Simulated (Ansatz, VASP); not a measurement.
TaGaMo3: VASP beside Ansatz

```xyz
10
Lattice="4.9983 0.0000 0.0000 -2.4991 4.3286 0.0000 0.0000 0.0000 8.4884" Properties=species:S:1:pos:R:3 pbc="T T T"
Ta    0.0000    0.0000    2.1221
Ta    0.0000    0.0000    6.3663
Ga    0.0000    2.8858    2.1221
Ga    2.4991    1.4429    6.3663
Mo    2.4991    0.0000    0.0000
Mo   -1.2496    2.1643    0.0000
Mo    1.2496    2.1643    0.0000
Mo    2.4991    0.0000    4.2442
Mo   -1.2496    2.1643    4.2442
Mo    1.2496    2.1643    4.2442
```

Alike in both runs: functional PBE; k mesh 3 × 3 × 4; occupations gaussian, width 0.1 eV; no spin polarisation.

Ansatz relaxed the structure, and its values are those at the end. VASP's run is a single point on that final structure, the one shown.

|  | VASP | Ansatz |
| --- | --- | --- |
| version | VASP 6.6.1 | Ansatz 0.2.0 |
| potentials or method | VASP PAW PBE potentials, release 64 (Ta_pv, Ga_d, Mo_sv) | scalar-relativistic, plane waves, PAW |
| plane-wave cutoff (eV) | 520 | 420 |
| valence electrons in the cell | 132 | 136 |

|  | VASP | Ansatz | Ansatz less VASP |
| --- | --- | --- | --- |
| gap on the k mesh at the Fermi level (eV) | none | none | - |
| pressure (GPa) | 0.5 | 0.1 | -0.42 |

A gap of «none» marks a metal or a gap that the smearing closes. The two sets of potentials don't hold the same shells in valence.

Caveats: the k mesh is coarse (spacing up to 0.48 Å⁻¹), so the values aren't converged. The runs have no spin-orbit coupling, so splittings on Ta are missing.
